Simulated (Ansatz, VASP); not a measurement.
ZnH and the functional, program beside program

```
CELL_PARAMETERS angstrom
0.00000 2.21594 2.21594
2.21594 0.00000 2.21594
2.21594 2.21594 0.00000
ATOMIC_POSITIONS crystal
Zn 0.00000 0.00000 0.00000
H 0.25000 0.25000 0.25000
```

The cell comes from a database or a generator and needn't be the stable form of this composition.

Kept alike: task band structure; k mesh 10 × 10 × 10; occupations fermi-dirac, width 0.05 eV; no spin polarisation. The mesh is that of the run's cell of 2 atoms. No spin-orbit coupling.

- A: Ansatz, Ansatz PAW, made for PBE, cutoff 420 to 500 eV
- B: VASP; PBE PAW files H, Zn, 520 eV (BLYP, PBE, PBEsol, RPBE, r2SCAN, revPBE); LDA PAW files H, Zn, 520 eV (LDA)

```csv
functional,A: pressure (GPa),B: pressure (GPa)
BLYP,5.20,5.27
LDA,-5.22,-4.92
PBE,?,0.31
PBEsol,-3.27,-3.08
RPBE,2.30,2.39
r2SCAN,-2.66,-2.56
revPBE,1.72,1.82
```

Pressure is positive in compression; plane-wave values hold the error of the finite cutoff, which Ansatz corrects. Values on potentials made for another functional: A at BLYP, LDA, PBEsol, RPBE, r2SCAN, revPBE; B at BLYP, PBEsol, RPBE, r2SCAN, revPBE. For a metal such a mesh leaves the last digits unconverged.

**Question.** Estimate the value left open.

**Answer.** In the median of the other rows A lies -0.10 GPa from the other column, which points to 0.21; the run gave 0.22 GPa, +0.01 from it.
